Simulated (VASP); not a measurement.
A run of VASP 6.6.1 is set up as follows.

Contents of INCAR:

```
PREC     = Accurate       # precision mode
ENCUT    = 520            # plane-wave cutoff, eV
EDIFF    = 1E-7           # SCF threshold, eV
ISMEAR   = 0              # smearing method
SIGMA    = 0.03           # smearing width, eV
LREAL    = F              # projectors in reciprocal space
LASPH    = T              # aspherical terms in the spheres
NELM     = 80             # most SCF steps
ALGO     = Normal         # electronic algorithm
ISIF     = 2              # what is computed and relaxed
LWAVE    = F              # write WAVECAR
LCHARG   = F              # write CHGCAR
GGA      = PE             # functional
LOPTICS  = T              # frequency-dependent dielectric function
NBANDS   = 57             # bands
NEDOS    = 1000           # points of the DOS
CSHIFT   = 0.05         
KPAR     = 4
```

File KPOINTS:

```
regular mesh
0
Gamma
  10 10 10
```

The input POSCAR:

```
InSb                                    
1.0
    0.0000000000      3.2603245811      3.2603245811
    3.2603245811      0.0000000000      3.2603245811
    3.2603245811      3.2603245811      0.0000000000
  In              Sb            
     1     1
Direct
     0.0000000000000000    0.0000000000000000    0.0000000000000000
     0.2500000000000000    0.2500000000000000    0.2500000000000000
```

Potentials or basis: VASP PAW PBE potentials, release 64 (In_d, Sb).

Run with:

```console
$ cat potpaw_PBE.64/In_d/POTCAR potpaw_PBE.64/Sb/POTCAR > POTCAR
$ mpirun -np 4 vasp_std > vasp.out
```

(1) What does it give for the band gap on the k mesh?

(2) Estimate the pressure.

## Answers

(1) none (metal or under the smearing width).

(2) 2.2 GPa.

Caveat: independent-particle spectra lack excitons; the intraband (Drude) part of a metal's response may be missing; this crystal is a semiconductor, whose small gap the functional closes, so the metal is an error of the method.

**Experimental background.**

“Electronic Structure and Epitaxy of CdTe Shells on InSb Nanowires”, 2021, arxiv:2111.05126 quotes, for a bulk crystal of InSb: band gap 0.24 eV.

A measured gap of InSb is 0.24 eV (quoted in “Electronic Structure and Epitaxy of CdTe Shells on InSb Nanowires”, 2021, arxiv:2111.05126); the calculated 0.00 eV misses it by -0.24 eV. Spin-orbit coupling on In, Sb is left out. The value is that of PBE on a finite k mesh, which can miss the band edges, without temperature or zero-point motion. Semilocal functionals fall short of measured gaps as a rule.
